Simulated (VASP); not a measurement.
A convergence study with VASP on FePt (space group no. 123 when undisturbed): a few settings are varied, all else stays as given below, so the limit is that of these other settings. One atom is moved off its site, so that forces are finite.

```
FePt
1.0
    2.73360     0.00000     0.00000
    0.00000     2.73360     0.00000
    0.00000     0.00000     3.72855
Fe Pt
1 1
Cartesian
  0.00000   0.00000   0.05000
  1.36680   1.36680   1.86427
```
Starting moments (μB, in the order of the record's atoms Fe Pt): 3.0 0.0.

The numbers are results of PBE GGA, VASP's PBE PAW potentials (set 64) (plane waves; VASP 6.6.1), not measurements. The last row used: 300 eV cut-off, 20×20×15 Γ-centred mesh, first-order Methfessel-Paxton smearing of 0.010 eV, potentials Fe Pt.

| setting | E (eV/atom) | pressure (GPa) | largest force (eV/Å) | moment (μB) | irreducible k-points |
|---|---|---|---|---|---|
| SIGMA = 1.0 | -7.3870 | 0.83 | 0.396 | 3.348 | 528 |
| SIGMA = 0.5 | -7.4044 | 0.97 | 0.415 | 3.355 | 528 |
| SIGMA = 0.3 | -7.4039 | 0.64 | 0.423 | 3.313 | 528 |
| SIGMA = 0.2 | -7.4034 | 0.57 | 0.424 | 3.300 | 528 |
| SIGMA = 0.1 | -7.4034 | [?] | 0.424 | [?] | 528 |
| SIGMA = 0.05 | -7.4034 | 0.45 | 0.424 | 3.288 | 528 |
| SIGMA = 0.02 | -7.4034 | 0.57 | 0.423 | 3.285 | 528 |
| SIGMA = 0.01 | -7.4034 | [?] | 0.423 | [?] | 528 |

Fill in the missing entries.

- SIGMA = 0.1, pressure (GPa): 0.51
- SIGMA = 0.1, moment (μB): 3.293
- SIGMA = 0.01, pressure (GPa): 0.58
- SIGMA = 0.01, moment (μB): 3.286

Left out are rungs that failed or repeat a setting and relaxations that didn't move; long series are thinned to 24 rows.

The structure is a typed FePt crystal (space group no. 123). The cell was not relaxed at this level, it is distorted from the ideal structure. The spin order is the one that the start imposed; others were not tried in this run.
